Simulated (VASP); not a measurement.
Energy against volume of Li$_{2}$O (antifluorite). Computed with revTPSS meta-GGA, VASP's PBE PAW potentials (set 64) (plane waves; VASP). Run with 520 eV cut-off, 8×8×8 Γ-centred mesh, Gaussian smearing of 0.050 eV, potentials Li_sv O.

```
V (Å³/atom)  E (eV/atom)
-----------  -----------
7.814           -5.80246
8.056           -5.80593
8.297           -5.80529
8.539           -5.80180
```

Problem. Fit these four points and predict the energy of the run at 7.572 Å³/atom.

Solution. A cubic in V^(−2/3), the third-order Birch-Murnaghan form, passes through the four points with V0 = 8.13 Å³/atom and B0 = 82 GPa, and gives -5.7933 eV/atom there. The run gave -5.7944 eV/atom, -1.1 meV/atom from the fit; all five points give B0 = 79 GPa.

The compound is Li2O in the antifluorite structure. It was relaxed first.
